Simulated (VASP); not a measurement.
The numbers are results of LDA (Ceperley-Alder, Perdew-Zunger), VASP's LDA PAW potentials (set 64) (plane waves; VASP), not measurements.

A VASP calculation is set up with these files.

**KPOINTS**
```
Regular mesh
0
G
6 6 6
```

**INCAR**
```
SYSTEM = KTaO3
PREC = Accurate; ENCUT = 520; LREAL = .FALSE.
LASPH = .TRUE.
EDIFF = 1E-7; NELM = 100; ALGO = Normal
LMAXMIX = 6
ISMEAR = 0; SIGMA = 0.05
ISIF = 2
LWAVE = .FALSE.; LCHARG = .FALSE.
```

POSCAR:
```
KTaO3
1.0
  3.9997606886   0.0000000000   0.0000000000
  0.0000000000   3.9997606886   0.0000000000
  0.0000000000   0.0000000000   3.9997606886
K Ta O
1 1 3
Cartesian
  0.0000000000   0.0000000000   0.0000000000
  1.9998803443   1.9998803443   1.9998803443
  1.9998803443   0.0000000000   1.9998803443
  0.0000000000   1.9998803443   1.9998803443
  1.9998803443   1.9998803443   0.0000000000
```

POTCAR, in this order: K_sv Ta_pv O (LDA.64 set). Program: vasp_std.

### Question
What will the output report for the number of irreducible k-points (NKPTS), largest plane-wave count, number of space-group operations, FFT grid (NGX, NGY, NGZ)?

### Answer

| Item | Result |
|---|---|
| number of irreducible k-points (NKPTS) | 20 |
| largest plane-wave count | 1750 |
| number of space-group operations | 48 |
| FFT grid (NGX, NGY, NGZ) | 30 × 30 × 30 |

The compound is KTaO3 in the cubic perovskite structure. This cell is one point of a volume scan, at 1.03 of the reference volume.
